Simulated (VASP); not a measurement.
Input:

```yaml
crystal:
  lattice:
    - [0.00000, 2.97543, 2.97543]
    - [2.97543, 0.00000, 2.97543]
    - [2.97543, 2.97543, 0.00000]
  atoms:
    - { symbol: Cd, position: [0.00000, 0.00000, 0.00000] }
    - { symbol: S, position: [0.25000, 0.25000, 0.25000] }
```

Level of theory: rev-vdW-DF2, VASP's PBE PAW potentials (set 64) (plane waves; VASP). Numerical set-up: 520 eV cut-off, 8×8×8 Γ-centred mesh, Gaussian smearing of 0.050 eV, potentials Cd S.

Give the stress tensor in GPa (positive for a compressed cell).

```
-1.56   0.00   0.00
 0.00  -1.56   0.00
 0.00   0.00  -1.56
```
The pressure is its mean diagonal, -1.56 GPa.

The compound is CdS in the zinc blende structure, a metastable form; wurtzite is the usual one. This cell is one point of a volume scan, at 1.03 of the reference volume.
